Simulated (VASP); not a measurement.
The system is C.

```xyz
4
Lattice="2.4673 0.0000 0.0000 -1.2336 2.1367 0.0000 0.0000 0.0000 7.8031" Properties=species:S:1:pos:R:3 pbc="T T T"
C     0.0000    0.0000    1.9508
C     0.0000    0.0000    5.8523
C     0.0000    1.4245    1.9508
C     1.2336    0.7122    5.8523
```

* Program: VASP 6.6.1
* Task: relaxation of cell and atoms
* Functional: PBE
* Dispersion: D3(BJ)
* Potentials or basis: VASP PAW PBE potentials, release 64 (C)
* Cutoff: 520 eV
* k mesh: 9 × 9 × 4
* Occupations: gaussian, width 0.02 eV
* Spin: no spin polarisation

At the start: pressure -0.7 GPa; volume 10.28 Å³/atom.

Problem. Where does the relaxation end?

Solution. Over 7 steps the energy falls by 14.8 meV/atom and the volume is 8.77 Å³/atom (-14.8 %); space group P6_3/mmc (No. 194, to 0.05 Å).

The path:
```csv
step,energy change (eV),largest force (eV/Å),pressure (GPa),volume (Å³)
1,0.0000,0.0000,-0.72,41.14
2,-0.0034,0.0000,-0.62,40.86
3,-0.0134,0.0000,-0.34,40.04
4,-0.0328,0.0000,0.29,38.41
5,-0.0571,0.0000,2.12,35.15
6,-0.0591,0.0000,0.12,35.07
7,-0.0591,0.0000,-0.01,35.07
```

Final structure:
```cif
data_structure
_symmetry_space_group_name_H-M 'P 1'
_symmetry_Int_Tables_number 1
_cell_length_a 2.4663
_cell_length_b 2.4663
_cell_length_c 6.6571
_cell_angle_alpha 90.000
_cell_angle_beta 90.000
_cell_angle_gamma 120.000
_cell_volume 35.07
loop_
_atom_site_label
_atom_site_type_symbol
_atom_site_fract_x
_atom_site_fract_y
_atom_site_fract_z
_atom_site_occupancy
C1 C 0.00000 0.00000 0.25000 1
C2 C 0.00000 0.00000 0.75000 1
C3 C 0.33333 0.66667 0.25000 1
C4 C 0.66667 0.33333 0.75000 1
```
